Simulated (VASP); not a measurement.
Consider the following.

```yaml
crystal:
  lattice:
    - [3.87388, 0.00000, 0.00000]
    - [-1.93694, 3.35488, 0.00000]
    - [0.00000, 0.00000, 6.99560]
  atoms:
    - { symbol: V, position: [0.33333, 0.66667, 0.00958], spin: 2.6 }
    - { symbol: V, position: [0.66667, 0.33333, 0.50958], spin: 2.6 }
    - { symbol: Se, position: [0.33333, 0.66667, 0.36542], spin: -0.1 }
    - { symbol: Se, position: [0.66667, 0.33333, 0.86542], spin: -0.1 }
```

Method: PBEsol GGA, VASP's PBE PAW potentials (set 64) (plane waves; VASP 6.6.1). Run with 400 eV cut-off, 10×10×5 Γ-centred mesh, tetrahedra with Blöchl corrections, potentials V_sv Se.

The cores are frozen, which limits the accuracy of field gradients.

**Question.** Give the principal components of the electric field gradient (V/Å²) and the asymmetry η at each nucleus.

**Answer.** 
```tsv
atom	Vxx	Vyy	Vzz	η
V1	4.0	4.0	-7.9	0.00
V2	4.0	4.0	-7.9	0.00
Se3	-6.1	-6.1	12.1	0.00
Se4	-6.1	-6.1	12.1	0.00
```

The structure was generated: VSe was put into the wurtzite type (P6_3mc), which need not be its known phase. It was relaxed first, which changed the volume by -27 %.
